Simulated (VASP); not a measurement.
Computed with r2SCAN meta-GGA, VASP's PBE PAW potentials (set 64) (plane waves; VASP 6.6.1).

Gaps are without spin-orbit coupling.

```json
{
  "volume_per_atom": "9.42 Å³/atom",
  "band gap (over mesh and band path)": "3.89 eV",
  "smallest direct gap (over mesh and band path)": "3.98 eV"
}
```

Problem. Which relaxed crystal gives these values?
(A) CuI, P-3m1 (164)
(B) NaTlO, P6_3mc (186)
(C) HfO2, Fm-3m (225)
(D) Mg2ZnO3, P-3m1 (164)

Solution. D, Mg2ZnO3, P-3m1 (164)
